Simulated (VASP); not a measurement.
```xyz
2
Lattice="2.4771 0.0000 0.0000 -1.2386 2.1453 0.0000 0.0000 0.0000 4.1020" Properties=species:S:1:pos:R:3 pbc="T T T"
Cu     0.0000     1.4302     1.0255
Cu     1.2386     0.7151     3.0765
```

Level of theory: LDA (Ceperley-Alder, Perdew-Zunger), VASP's LDA PAW potentials (set 64) (plane waves; VASP). Settings: 400 eV cut-off, Gaussian smearing of 0.050 eV, potentials Cu.

### Question
Give the energies of bands 1 to 13 at the high-symmetry points, in eV from the Fermi level.

### Answer

```tsv
band	Γ	M	K	A	L	H
1	-9.99	-5.29	-4.60	-7.80	-5.36	-4.32
2	-5.63	-5.08	-4.44	-7.80	-5.36	-4.32
3	-3.40	-4.81	-4.44	-3.65	-4.27	-4.21
4	-3.28	-3.31	-4.19	-3.65	-4.27	-4.21
5	-3.28	-3.30	-3.50	-3.31	-2.59	-3.63
6	-3.05	-3.28	-3.50	-3.31	-2.59	-3.63
7	-3.05	-3.03	-2.81	-3.31	-2.06	-2.73
8	-2.67	-1.73	-1.99	-3.31	-2.06	-2.73
9	-2.67	-1.72	-1.99	-2.11	-1.67	-1.83
10	-1.86	-1.63	-1.92	-2.11	-1.67	-1.83
11	-1.86	0.01	3.23	-2.11	0.42	4.31
12	-1.36	1.75	3.74	-2.11	0.42	4.31
13	3.93	8.05	3.74	12.74	5.29	5.86
```

It has no gap at this level: it comes out as a metal or semimetal.

The structure comes from a computed database's Cu entry (P6_3/mmc); how it stands against other phases isn't given here. It was relaxed first.
